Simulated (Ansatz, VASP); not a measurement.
# Al2Pt: VASP beside Ansatz

Aim: how closely do two programs agree when they are given the same cell, functional and k mesh? The cell is taken from a series of VASP runs on this material, whose earlier steps may have relaxed, scaled or displaced it; both programs get it as it stands.

Method: plane waves, with VASP 6.6.1 beside it; relaxation of cell and atoms at revPBE, in Ansatz 0.2.0.

## (1) Starting point

Symmetry: Fm-3m, No. 225, cubic system. Conventional cell: a = 5.969 Å, b = 5.969 Å, c = 5.969 Å, α = 90.00°, β = 90.00°, γ = 90.00°. Pt has 8 Al at 2.58 Å nearest. Nearest to Al lie 4 Pt at 2.58 Å. Farther neighbours are not listed.

## (2) Ansatz: relaxation of cell and atoms, revPBE

Ansatz runs on its default PAW (the set named soft_2) files.

The relaxed volume is the usual yardstick between codes: its relative difference is about their pressure difference at one cell divided by the bulk modulus.

input.yaml reads:

```yaml
crystal:
  lattice:
    - [0.0, 2.9842601857, 2.9842601857]
    - [2.9842601857, 0.0, 2.9842601857]
    - [2.9842601857, 2.9842601857, 0.0]
  atoms:
    - { symbol: Pt, position: [0.0, 0.0, 0.0] }
    - { symbol: Al, position: [0.75, 0.75, 0.75] }
    - { symbol: Al, position: [0.25, 0.25, 0.25] }
hamiltonian:
  xc: revpbe
  pseudopotentials: { kind: paw }
kpoints:
  mp_grid: { grid: [7, 7, 7] }
scf:
  occupations: { method: gaussian, width: 0.05 }
relax:
  f_tol: 0.01
  max_steps: 60
  cell: { stress_tol: 0.05 }
output:
  forces: true
  stress: true
  write_density: true
  write_potential: true
  elf: true
  volumetric_format: npy
```

Launch:

```bash
$ ansatz run input.yaml --threads 4 --pin off --max-ram 9216MiB --backend cpu --events-out ev --progress --plain --runs-dir out
```

Numbers of over 12 decimals in the logs are rounded to 6 here.

What it wrote:

```text
Engine: ansatz 0.2.0, x86_64-unknown-linux-gnu
Pseudopotentials: kind: paw
Pseudopotential: Pt, paw, valence charge 18, recommended cutoff 420 eV (normal), Pt.paw.azcp
Pseudopotential: Al, paw, valence charge 3, recommended cutoff 420 eV (normal), Al.paw.azcp
Functional definition: revPBE
  parameter kappa = 1.245
  parameter beta = 0.066725
  exchange = pbe_x(kappa = kappa, mu = beta*pi^2/3)
  correlation = pbe_c(beta = beta)
Crystal: 3 atoms, lattice volume = 53.155 Å³
Basis set: ecut = 420 eV, 1037 PW (Γ), exchange–correlation on 60×60×60 points (8 copies of the dense FFT grid, shifted against one another)
Bands: 16, of which v1, the nominal top of the filled ones, is band 12 counted from 1 (11 counted from 0)
Symmetry: 48 space group operations
Space group: Fm-3m (ITA 225), of the structure as read, at distance tolerance 3.8e-5 Å
k-points: 20 of 343
Non-local potential: Pt, projectors of the file, l = 0: 3, l = 1: 2, l = 2: 2, l = 3: 1
Non-local potential: Al, projectors of the file, l = 0: 2, l = 1: 2, l = 2: 1
PAW form: soft (Blöchl's): semilocal exchange-correlation on the pseudo side does not see the compensation charge
PAW frozen core: Pt, regenerated for the run's functional, and the local potential with it (the file was generated under x = pbe(κ = 0.804, μ = 0.219515), c = pbe(β = 0.066725))
PAW frozen core: Al, regenerated for the run's functional, and the local potential with it (the file was generated under x = pbe(κ = 0.804, μ = 0.219515), c = pbe(β = 0.066725))
PAW one-centre angular grid: Pt, 590 points (default); XC on 64 Gauss nodes
PAW one-centre angular grid: Al, 110 points (default); XC on 64 Gauss nodes
Initial density: superposition of atomic densities (neutral atoms: chi_scale 0, normalization atom), corrected by the library's trained network
Initial wavefunctions: pseudopotential atomic-orbital guess
Functional: x = revpbe(κ = 1.245, μ = 0.219515), c = pbe(β = 0.066725)
SCF iter   1: F=—  HF=-13614.696965 eV  |F-HF|=—  |Δ(HF+E_count)|=         —  Δρ=1.47e-3  dr2=5.38e-4  ethr=1.77e-3  ⟨swp⟩=6.0  Hψ=1693  notcnv=0
preconditioner: auto → none  [insulator: Δε(μ)=0.069 eV  Ē_g=8.147 eV  σ=0.050 eV  W_gap=0.59  n_scr=14 (ndim 8)  ℏωp=20.4 eV  f_vac=0.002  D(μ)=1.71/eV (n_scr^D=14)  ε∞_Penn≈7.3]
SCF iter   2: F=—  HF=-13614.697594 eV  |F-HF|=—  |Δ(HF+E_count)|=   6.29e-4  Δρ=7.27e-4  dr2=1.08e-4  ethr=2.24e-6  ⟨swp⟩=2.6  Hψ=721  notcnv=0
SCF iter   3: F=—  HF=-13614.697763 eV  |F-HF|=—  |Δ(HF+E_count)|=   1.68e-4  Δρ=1.94e-4  dr2=7.83e-6  ethr=4.50e-7  ⟨swp⟩=2.1  Hψ=461  notcnv=0
SCF iter   4: F=—  HF=-13614.697727 eV  |F-HF|=—  |Δ(HF+E_count)|=   3.52e-5  Δρ=1.66e-5  dr2=7.18e-8  ethr=3.26e-8  ⟨swp⟩=2.0  Hψ=463  notcnv=0
iter 5 did not close the SCF: its close was put off for the readings that it lacked (scf_convergence_deferred on its scf_iter line)
SCF iter   5: F=-13614.697727 eV  HF=-13614.697727 eV  |F-HF|=3.33e-9  |Δ(HF+E_count)|=   1.09e-7  Δρ=2.24e-6  dr2=1.84e-9  ethr=2.99e-10  ⟨swp⟩=2.0  Hψ=467  notcnv=0
SCF iter   6: F=-13614.697727 eV  HF=-13614.697727 eV  |F-HF|=3.46e-11  |Δ(HF+E_count)|=   4.38e-9  Δρ=2.78e-7  dr2=1.68e-11  ethr=7.66e-12  ⟨swp⟩=5.0  Hψ=1711  notcnv=0
SCF 1 converged in 6 iterations: F = -13614.697727 eV  dr2 = 1.68e-11
  greatest PAW one-centre occupation: 1.000 electrons in one spin orbital (limit 2), on the Pt atom at site 0 (counted from 0), in its partial waves of l = 0
relax step   1: F+E_penalty+E_count = -13614.69772743 eV  Δ(F+E_penalty+E_count) = +0.000e0 eV  max|allowed force component| = 7.710e-18 eV/Å  Δτ_max = 0.0000 Å  P = +0.276 GPa  Ω = 53.155 Å³  (6 SCF iters, accepted)
[...]
relax step   2: F+E_penalty+E_count = -13614.69775843 eV  Δ(F+E_penalty+E_count) = -3.100e-5 eV  max|allowed force component| = 7.324e-17 eV/Å  Δτ_max = 0.0000 Å  P = -0.098 GPa  Ω = 53.313 Å³  energy of the carried Pulay correction = -5.667e-5 eV  (6 SCF iters, dr2 threshold 1.91e-7 eV, accepted)
[...]
relax step   3: F+E_penalty+E_count = -13614.69778618 eV  Δ(F+E_penalty+E_count) = -2.774e-5 eV  max|allowed force component| = 9.252e-17 eV/Å  Δτ_max = 0.0000 Å  P = -0.000 GPa  Ω = 53.272 Å³  energy of the carried Pulay correction = -4.178e-5 eV  (6 SCF iters, accepted)
[...]
relax step   4: F+E_penalty+E_count = -13614.69782515 eV  Δ(F+E_penalty+E_count) = -3.898e-5 eV  max|allowed force component| = 9.098e-17 eV/Å  Δτ_max = 0.0000 Å  P = -0.001 GPa  Ω = 53.272 Å³  stress off target by 5.39e-4 GPa  SCF on the basis re-selected at this cell (its energy is not comparable with the rows above)  (8 SCF iters)
basis re-selected at this cell: Δ(F+E_penalty+E_count) = -3.898e-5 eV, ΔP = -0.000 GPa vs the last step (what re-selecting the basis moved, of the pressure what is left beyond the Pulay correction that the steps carried, after the strain that the cell walked since its last selection, with what the two solves' SCF thresholds leave and, on support functions, any second-order correction that the steps lacked; it is no m [...]
SCF converged after 8 iterations
Free energy (F): -13614.697825 eV
Harris-Foulkes:  -13614.697825 eV  (|F-HF|=1.82e-12)
Internal energy: -13614.695672 eV  (E = F + TS)
E sigma→0 (E₀):  -13614.696748 eV
Entropy (-TS):   -0.002154 eV (-0.718 meV/atom)
Fermi energy:    10.997789 eV
--- Per-component energies (eV) ---
  E_band       = -318.335596
  E_kinetic    = 685.132447
  E_local      = -2734.832861  (includes V_loc(G=0)·N_el)
  E_nonlocal   = 216.225833
  E_hartree    = 1086.596964
  E_xc         = -343.081511
  E_vxc        = -362.524524  (∫ρ·V_xc dr)
  E_paw        = -10402.118083  (= ΣΔE_a)
  E_vpaw       = -295.530620  (= ΣTr[D̂ρ^β])
  E_aug_tail   = 0.000201  (compensation charges beyond the density's cutoff)
  E_ewald      = -2122.562927
  E_core_change = -0.055735  (= ΣΔE_core)
  E_smearing   = -0.002154  (= −TS)
  E_closure    = 0.000000  (closes the sum)
  Σ components = -13614.697825   (vs F -13614.697825, Δ=0.00e0)
--- Forces (eV/Å), atoms counted from 1 ---
  atom   1  Pt     0.00000000    -0.00000000    -0.00000000
  atom   2  Al     0.00000000    -0.00000000    -0.00000000
  atom   3  Al    -0.00000000     0.00000000     0.00000000
  max |Σ_I F_I| component: 1.85e-17 eV/Å
--- Stress (GPa, compression-positive) ---
       -0.000539       0.000000       0.000000
        0.000000      -0.000539      -0.000000
        0.000000      -0.000000      -0.000539
  P = ⅓ Tr σ = -0.0005 GPa (-0.005 kbar)
--- Band table (eV; the first three rows and the last of 20) ---
  k-point 0: bands = [... 8 lower, 7.4022, 7.4022, 13.8204, 14.7758, 14.7758, 14.7758, 16.2344, 16.2344]
  k-point 1: bands = [... 8 lower, 7.3769, 7.3769, 12.2334, 14.0731, 14.0731, 14.2290, 16.7595, 16.7595]
  k-point 2: bands = [... 8 lower, 7.4096, 7.4096, 9.4971, 12.9540, 12.9540, 14.7180, 16.2191, 16.2580]
  k-point 19: bands = [... 8 lower, 7.2002, 7.6001, 8.2428, 8.6461, 10.3358, 15.1268, 16.6255, 16.9775]
--- Relaxed structure (3 steps of the walk, 3 accepted, 1 SCFs on fresh bases) ---
  F+E_penalty+E_count = -13614.69782515 eV   max|allowed force component| = 9.098e-17 eV/Å   (the final SCF, on the basis selected at the relaxed cell)
  cell:  # Å, volume = 53.2716 Å³
    - [0, 2.986449, 2.986449]
    - [2.986449, 0, 2.986449]
    - [2.986449, 2.986449, 0]
  atoms:
    - { symbol: Pt, position: [0, 0, 0] }
    - { symbol: Al, position: [0.750000, 0.750000, 0.750000] }
    - { symbol: Al, position: [0.25, 0.25, 0.25] }
```

The job ended after 1.9 s (4 threads of Intel Xeon 6975P-C (Granite Rapids), shared host; peak memory 0.41 GiB; 3.5 s of CPU time).

## (3) VASP: relaxation of cell and atoms, revPBE

The same cell, functional, mesh and smearing now go to VASP, with its own data sets and cutoff.

Lines of VASP's logs that name or quote its potential files are left out, and so is its time.

INCAR reads:

```
SYSTEM = Al2Pt
PREC = Accurate
ENCUT = 400
EDIFF = 1E-06
NELM = 100
ISMEAR = 0
SIGMA = 0.05
LREAL = .FALSE.
ALGO = Normal
GGA = RE
NBANDS = 14
LORBIT = 11
LWAVE = .FALSE.
LCHARG = .FALSE.
IBRION = 2
NSW = 60
ISIF = 3
EDIFFG = -0.01
```

POSCAR reads:

```
Al2Pt
1.0
    0.0000000000      2.9842601857      2.9842601857
    2.9842601857      0.0000000000      2.9842601857
    2.9842601857      2.9842601857      0.0000000000
Pt Al
1 2
Direct
    0.0000000000      0.0000000000      0.0000000000
    0.7500000000      0.7500000000      0.7500000000
    0.2500000000      0.2500000000      0.2500000000
```

KPOINTS reads:

```
Automatic mesh
0
Gamma
7 7 7
0 0 0
```

PAW data sets: Pt and Al (PBE family, release 64).

Launch:

```bash
$ mpirun -np 1 vasp_std
```

What it wrote:

```text
[banner, memory and clock lines left out]
running    1 mpi-ranks, on    1 nodes
 distrk:  each k-point on    1 cores,    1 groups
 distr:  one band on    1 cores,    1 groups

 POSCAR found type information on POSCAR PtAl
 POSCAR found :  2 types and       3 ions
|                                                                             |
|               ----> ADVICE to this user running VASP <----                  |
|                                                                             |
|     You enforced a specific xc type in the INCAR file but a different       |
|     [... a line on the potential file left out ...]
|     I HOPE YOU KNOW WHAT YOU ARE DOING!                                     |
|                                                                             |

 LDA part: xc-table for (Slater+PW92), standard interpolation
 POSCAR, INCAR and KPOINTS ok, starting setup
 FFT: planning ... GRIDC
 FFT: planning ... GRID_SOFT
 FFT: planning ... GRID
 WAVECAR not read
 entering main loop
       N       E                     dE             d eps       ncg     rms          rms(c)
DAV:   1     0.374759636014E+02    0.37476E+02   -0.57249E+03   600   0.776E+02
DAV:   2    -0.146183823398E+02   -0.52094E+02   -0.47154E+02   658   0.151E+02
DAV:   3    -0.158250511187E+02   -0.12067E+01   -0.11977E+01   734   0.217E+01
DAV:   4    -0.158352570077E+02   -0.10206E-01   -0.10205E-01   632   0.237E+00
DAV:   5    -0.158354302476E+02   -0.17324E-03   -0.17323E-03   736   0.321E-01    0.813E+00
DAV:   6    -0.154299745689E+02    0.40546E+00   -0.18928E+00   626   0.128E+01    0.241E+00
DAV:   7    -0.153571120053E+02    0.72863E-01   -0.15740E-01   608   0.378E+00    0.168E+00
DAV:   8    -0.153318193859E+02    0.25293E-01   -0.29892E-02   668   0.157E+00    0.260E-01
DAV:   9    -0.153320828189E+02   -0.26343E-03   -0.14792E-03   644   0.343E-01    0.165E-01
DAV:  10    -0.153323577088E+02   -0.27489E-03   -0.43450E-04   590   0.142E-01    0.183E-02
DAV:  11    -0.153323610534E+02   -0.33447E-05   -0.15557E-05   704   0.369E-02    0.929E-03
DAV:  12    -0.153323680643E+02   -0.70109E-05   -0.15473E-05   578   0.241E-02    0.219E-03
DAV:  13    -0.153323681008E+02   -0.36442E-07   -0.29506E-07   544   0.473E-03
   1 F= -.15332368E+02 E0= -.15331314E+02  d E =-.153324E+02
 curvature:   0.00 expect dE= 0.000E+00 dE for cont linesearch  0.000E+00
 trial: gam= 0.00000 g(F)=  0.999E-45 g(S)=  0.633E-06 ort = 0.000E+00 (trialstep = 0.100E+01)
 search vector abs. value=  0.633E-06
 reached required accuracy - stopping structural energy minimisation
```

From OUTCAR (step 3):

```text
ion  position               nearest neighbor table
   1  0.000  0.000  0.000-   2 2.58   2 2.58   2 2.58   2 2.58   3 2.58   3 2.58   3 2.58   3 2.58

  LATTYP: Found a face centered cubic cell.
 ALAT       =     5.9685203714

 Subroutine GETGRP returns: Found 48 space group operations
 (whereof 48 operations were pure point group operations)

The static configuration has the point symmetry O_h .

 Found     20 irreducible k-points:

   k-points           NKPTS =     20   k-points in BZ     NKDIM =     20   number of bands    NBANDS=     14

   dimension x,y,z NGX =    28 NGY =   28 NGZ =   28
   dimension x,y,z NGXF=    56 NGYF=   56 NGZF=   56

   ENCUT  =  400.0 eV  29.40 Ry    5.42 a.u.   6.88  6.88  6.88*2*pi/ulx,y,z

   NELECT =      16.0000    total number of electrons

 k-points in reciprocal lattice and weights: Automatic mesh
   0.00000000  0.00000000  0.00000000       0.003
   0.14285714  0.00000000  0.00000000       0.023
   0.28571429  0.00000000  0.00000000       0.023
   0.42857143  0.00000000  0.00000000       0.023
   0.14285714  0.14285714  0.00000000       0.017
   0.28571429  0.14285714  0.00000000       0.070
   0.42857143  0.14285714  0.00000000       0.070
  -0.42857143  0.14285714  0.00000000       0.070
  -0.28571429  0.14285714  0.00000000       0.070
[...]
-0.42857143  0.42857143  0.14285714       0.070
  -0.28571429  0.42857143  0.14285714       0.070

 average (electrostatic) potential at core
       1 -66.8931       2 -72.9431       3 -72.9431

 E-fermi :   7.6312

 k-point     1 :       0.0000    0.0000    0.0000
  band No.  band energies     occupation
    ...
      2       2.7195      2.00000
      3       2.7195      2.00000
      4       2.7195      2.00000
      5       4.0359      2.00000
      6       4.0359      2.00000
      7      10.4598      0.00000
      8      11.4157      0.00000
      9      11.4157      0.00000
     10      11.4157      0.00000
     11      12.8778      0.00000
    ...

 k-point     2 :       0.1429    0.0000    0.0000
  band No.  band energies     occupation
    ...
      2       2.5599      2.00000
      3       2.8063      2.00000
      4       2.8063      2.00000
      5       4.0105      2.00000
      6       4.0105      2.00000
      7       8.8690      0.00000
      8      10.7114      0.00000
      9      10.7114      0.00000
     10      10.8686      0.00000
     11      13.4017      0.00000
    ...

 k-point     3 :       0.2857    0.0000    0.0000
  band No.  band energies     occupation
    ...
      3       2.9660      2.00000
      4       2.9660      2.00000
      5       4.0428      2.00000
      6       4.0428      2.00000
      7       6.1278      2.00000
      8       9.5899      0.00000
      9       9.5899      0.00000
     10      11.3573      0.00000
     11      12.8600      0.00000
     12      12.9023      0.00000
    ...

  Total        0.0036221      0.0036221      0.0036221      0.0000000      0.0000000      0.0000000
  in kB        0.1091756      0.1091756      0.1091756      0.0000000      0.0000000      0.0000000
  external PRESSURE =       0.1091756 kB  Pullay stress =       0.0000000 kB

  energy-cutoff  :      400.00
  volume of cell :       53.15
      direct lattice vectors                 reciprocal lattice vectors
     0.000000000  2.984260186  2.984260186    -0.167545713  0.167545713  0.167545713
     2.984260186  0.000000000  2.984260186     0.167545713 -0.167545713  0.167545713
     2.984260186  2.984260186  0.000000000     0.167545713  0.167545713 -0.167545713

 POSITION                                       TOTAL-FORCE (eV/Angst)
 -----------------------------------------------------------------------------------
      0.00000      0.00000      0.00000         0.000000      0.000000      0.000000
      4.47639      4.47639      4.47639        -0.000000     -0.000000     -0.000000
      1.49213      1.49213      1.49213         0.000000      0.000000     -0.000000
 -----------------------------------------------------------------------------------
    total drift:                               -0.000000     -0.000000      0.000000

  FREE ENERGIE OF THE ION-ELECTRON SYSTEM (eV)
  ---------------------------------------------------
  free  energy   TOTEN  =       -15.3323681008 eV

  energy  without entropy=      -15.3302593542  energy(sigma->0) =      -15.33131373

 reached required accuracy - stopping structural energy minimisation

 total charge
# of ion       s       p       d       tot
------------------------------------------
    1        0.825   0.696   8.137   9.659
    2        0.402   0.350   0.000   0.752
    3        0.402   0.350   0.000   0.752
--------------------------------------------------
tot          1.630   1.395   8.137  11.162

[... 3 further parts left out ...]
```

## (4) Side by side

Known differences besides the potentials themselves: both relaxations stop at a tolerance, which leaves soft axes loose, and VASP keeps its plane-wave basis; the data sets hold 24 valence electrons in Ansatz (default PAW (the set named soft_2) files) and 16 in VASP; the cutoff is 420 eV in Ansatz and 400 eV in VASP; Ansatz makes its cores anew for this functional, VASP keeps those of its PBE data sets; VASP leaves aspherical gradient terms in its spheres out (LASPH is not set), Ansatz keeps them; Ansatz adds a Pulay correction to the stress that steers its cell, VASP none. Total energies have different zeros and are not compared.

Both answers:

| quantity | Ansatz | VASP | difference |
| --- | --- | --- | --- |
| volume (Å³) | 53.27 | 53.15 | +0.22 % |
| edge a after relaxation, in the typed setting (Å) | 4.223 | 4.220 | +0.07 % |

The walks stopped with 0.00 GPa left in Ansatz and 0.01 GPa in VASP; each walk ends within a tolerance, so the volume difference is uncertain by about these residues over the bulk modulus, most in soft cells.

## (5) Results

* difference in volume (relaxation of cell and atoms, revPBE): 0.22 %

In words: The difference in volume is 0.22 % (relaxation of cell and atoms, revPBE), within the 1.2 % picked in this series as the mark of a large difference, as far as the stopping tolerances let one tell. Such differences can come from data sets, numerical settings and the points named under the comparisons, not from the functional's error against experiment.

[Lines on the potential files, build, host, timing and source positions are cut from VASP's logs without a mark.]

[Logs are printed without paths, hosts, clocks, repeated set-up lines and the standing remarks that a program may print on its own settings, such as how far it seeks lower states.]

[Hosts, paths, dates, database ids (printed as entryN), source tags and the programs' standing remarks are cut or masked in the printed files.]
